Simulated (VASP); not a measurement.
Calculation: LDA (Ceperley-Alder, Perdew-Zunger), VASP's LDA PAW potentials (set 64) (plane waves; VASP 6.6.1).

VASP ran on this input.

POSCAR:
```
LaGa2
1
    4.3092000000     0.0000000000     0.0000000000
   -2.1546000000     3.7318770000     0.0000000000
    0.0000000000     0.0000000000     4.4251000000
La Ga
1 2
Direct
  0.0000000000   0.0000000000   0.0000000000
  0.6666670000   0.3333330000   0.5000000000
  0.3333330000   0.6666670000   0.5000000000
```

### INCAR
```
! general
SYSTEM  = LaGa2
PREC    = Accurate
ENCUT   = 300
LREAL   = .False.
LASPH   = .True.

! electronic loop
EDIFF   = 1E-6
NELM    = 100
ALGO    = Normal
LMAXMIX = 6

! smearing
ISMEAR  = 0
SIGMA   = 0.1

! ions
ISIF    = 2

! output
LWAVE   = .False.
LCHARG  = .False.
```

**KPOINTS**
```
Automatic mesh
0
Gamma
9 9 8
0 0 0
```

POTCAR, in this order: La Ga_d (LDA.64 set). Program: vasp_std.

At this cut-off the stress carries a Pulay error, which pulls relaxed volumes low.

Question: Predict the energy per atom (σ→0), pressure, band gap (on the k-mesh).

Answer: 
The energy per atom (σ→0) comes out as -4.974 eV/atom, the band gap (on the k-mesh) is none (metal, semimetal or under 0.01 eV) and the pressure is -4.23 GPa.

### OSZICAR
```
...
DAV:   6    -0.149634437524E+02    0.12069E+00   -0.41126E-01  4108   0.878E+00    0.175E+00
DAV:   7    -0.149272327720E+02    0.36211E-01   -0.10335E-01  4102   0.296E+00    0.397E-01
DAV:   8    -0.149253304884E+02    0.19023E-02   -0.10964E-02  3900   0.126E+00    0.954E-02
DAV:   9    -0.149251833006E+02    0.14719E-03   -0.15596E-03  4696   0.346E-01    0.193E-02
DAV:  10    -0.149251841851E+02   -0.88452E-06   -0.94649E-05  3864   0.113E-01    0.904E-03
DAV:  11    -0.149251861450E+02   -0.19600E-05   -0.14870E-05  4870   0.339E-02    0.443E-03
DAV:  12    -0.149251861802E+02   -0.35172E-07   -0.19399E-06  2460   0.135E-02
   1 F= -.14925186E+02 E0= -.14921466E+02  d E =-.743961E-02
```

The structure comes from a measured LaGa2 entry (P6/mmm) of the Crystallography Open Database, whose conditions weren't checked. The cell was not relaxed at this level. The electron count is odd and the run is not spin-polarised, which forces a metal.
